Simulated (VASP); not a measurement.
Crystal: InP.

```
In P
1.0
     0.00000    2.93050    2.93050
     2.93050    0.00000    2.93050
     2.93050    2.93050    0.00000
In P
1 1
Direct
  0.00000 0.00000 0.00000
  0.25000 0.25000 0.25000
```

| Property | Result |
| --- | --- |
| Program | VASP 6.6.1 |
| Task | relaxation of cell and atoms |
| Functional | PBE |
| Potentials or basis | VASP PAW PBE potentials, release 64 (In_d, P) |
| Cutoff | 600 eV |
| k mesh | 8 × 8 × 8 |
| Occupations | gaussian, width 0.03 eV |
| Spin | no spin polarisation |

At the start: pressure 3.3 GPa; volume 25.17 Å³/atom.

Question: Where does the relaxation end?

Answer: Over 3 steps the energy falls by 12.5 meV/atom and the volume is 26.44 Å³/atom (+5.1 %); space group F-43m (No. 216, to 0.05 Å).

Step by step:
```tsv
step	energy change (eV)	largest force (eV/Å)	pressure (GPa)	volume (Å³)
1	0.0000	0.0000	3.30	50.33
2	-0.0192	0.0000	-1.39	54.20
3	-0.0251	0.0000	0.01	52.88
```

Final structure:
```yaml
crystal:
  lattice:
    - [0.00000, 2.97915, 2.97915]
    - [2.97915, 0.00000, 2.97915]
    - [2.97915, 2.97915, 0.00000]
  atoms:
    - { symbol: In, position: [0.00000, 0.00000, 0.00000] }
    - { symbol: P, position: [0.25000, 0.25000, 0.25000] }
```
